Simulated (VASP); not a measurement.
Output of a VASP run:

**OSZICAR**
```
       N       E                     dE             d eps       ncg     rms          rms(c)
DAV:   1    -0.165200854027E+03   -0.16520E+03   -0.58687E+03   467   0.856E+02
DAV:   2    -0.238604680597E+03   -0.73404E+02   -0.69160E+02   520   0.225E+02
DAV:   3    -0.244152992916E+03   -0.55483E+01   -0.55318E+01   524   0.672E+01
DAV:   4    -0.244241623081E+03   -0.88630E-01   -0.88578E-01   511   0.946E+00
DAV:   5    -0.863394198804E+01    0.23561E+03   -0.15273E+00   488   0.150E+01    0.245E+00
DAV:   6    -0.837517757755E+01    0.25876E+00   -0.76189E-01   476   0.574E+00    0.206E+00
DAV:   7    -0.838360172075E+01   -0.84241E-02   -0.15278E-01   512   0.226E+00    0.172E+00
DAV:   8    -0.838857033406E+01   -0.49686E-02   -0.10246E-02   536   0.715E-01    0.111E+00
DAV:   9    -0.838895089125E+01   -0.38056E-03   -0.90633E-04   488   0.324E-01    0.619E-01
DAV:  10    -0.838935725169E+01   -0.40636E-03   -0.68584E-04   485   0.247E-01    0.315E-01
DAV:  11    -0.838968353935E+01   -0.32629E-03   -0.24551E-04   476   0.157E-01    0.161E-01
DAV:  12    -0.838986346005E+01   -0.17992E-03   -0.93114E-05   479   0.101E-01    0.874E-02
DAV:  13    -0.838995780913E+01   -0.94349E-04   -0.47856E-05   482   0.682E-02    0.498E-02
DAV:  14    -0.839000687790E+01   -0.49069E-04   -0.23545E-05   479   0.452E-02    0.298E-02
DAV:  15    -0.839003167261E+01   -0.24795E-04   -0.10655E-05   473   0.296E-02    0.184E-02
DAV:  16    -0.839004383784E+01   -0.12165E-04   -0.47433E-06   476   0.196E-02    0.117E-02
DAV:  17    -0.839004968943E+01   -0.58516E-05   -0.21401E-06   476   0.131E-02    0.761E-03
DAV:  18    -0.839005246680E+01   -0.27774E-05   -0.97764E-07   476   0.877E-03    0.506E-03
DAV:  19    -0.839005377099E+01   -0.13042E-05   -0.44901E-07   456   0.587E-03    0.342E-03
DAV:  20    -0.839005437695E+01   -0.60596E-06   -0.20521E-07   404   0.394E-03
   1 F= -.83900544E+01 E0= -.83900544E+01  d E =-.244805E-67
```

File OUTCAR:
```
------------------------ aborting loop because EDIFF is reached ----------------------------------------
  FORCE on cell =-STRESS in cart. coord.  units (eV):
  Direction    XX          YY          ZZ          XY          YZ          ZX
  --------------------------------------------------------------------------------------
  Total       -0.2901096     -0.2901096     -0.2901096      0.0000000     -0.0000000      0.0000000
  in kB       -9.9694392     -9.9694392     -9.9694392      0.0000000     -0.0000000      0.0000000
  external PRESSURE =      -9.9694392 kB  Pullay stress =       0.0000000 kB
  volume of cell :       46.62
      direct lattice vectors                 reciprocal lattice vectors
     0.000000000  2.856652000  2.856652000    -0.175030070  0.175030070  0.175030070
     2.856652000  0.000000000  2.856652000     0.175030070 -0.175030070  0.175030070
     2.856652000  2.856652000  0.000000000     0.175030070  0.175030070 -0.175030070
  FREE ENERGIE OF THE ION-ELECTRON SYSTEM (eV)
  ---------------------------------------------------
  free  energy   TOTEN  =        -8.3900543769 eV

  energy  without entropy=       -8.3900543769  energy(sigma->0) =       -8.39005438

  exchange ACFDT corr.  =         0.00000000  see jH, gK, PRB 81, 115126
```
(Selected blocks of OUTCAR.)

POSCAR:
```
NaCl
1
    0.0000000000     2.8566520000     2.8566520000
    2.8566520000     0.0000000000     2.8566520000
    2.8566520000     2.8566520000     0.0000000000
Na Cl
1 1
Direct
  0.0000000000   0.0000000000   0.0000000000
  0.5000000000   0.5000000000   0.5000000000
```

Write an INCAR and KPOINTS that could have produced this output.

This is not unique; one that fits is the input of the run itself, PBE0 hybrid, plane waves, VASP's PBE PAW potentials (set 64).

**INCAR**
```
# general
SYSTEM    =  NaCl
PREC      =  Accurate
ENCUT     =  300
LREAL     =  .FALSE.
LASPH     =  .TRUE.
ISYM      =  3

# electronic loop
EDIFF     =  1E-6
NELM      =  100
ALGO      =  Normal

# smearing
ISMEAR    =  0
SIGMA     =  0.01

# functional
GGA       =  PE
LHFCALC   =  .TRUE.
AEXX      =  0.25
HFRCUT    =  -1
PRECFOCK  =  Fast

# ions
ISIF      =  2

# output
LWAVE     =  .FALSE.
LCHARG    =  .FALSE.
```

KPOINTS:
```
Automatic mesh
0
Gamma
7 7 7
0 0 0
```

POTCAR, in this order: Na_pv Cl (PBE.64 set). Program: vasp_std.

At this cut-off the stress carries a Pulay error, which pulls relaxed volumes low.

The structure comes from a computed database's NaCl entry; how it stands against other phases isn't given here. The cell was not relaxed at this level. The run is one of a series of settings (AEXX = 0.25, GGA = PE, HFRCUT = -1, ISYM = 3, LHFCALC = .TRUE., PRECFOCK = Fast, KPOINTS 7×7×7 Γ-centred mesh, POTCAR Na_pv Cl (PBE.64 set) against the base run), some of them coarse on purpose.
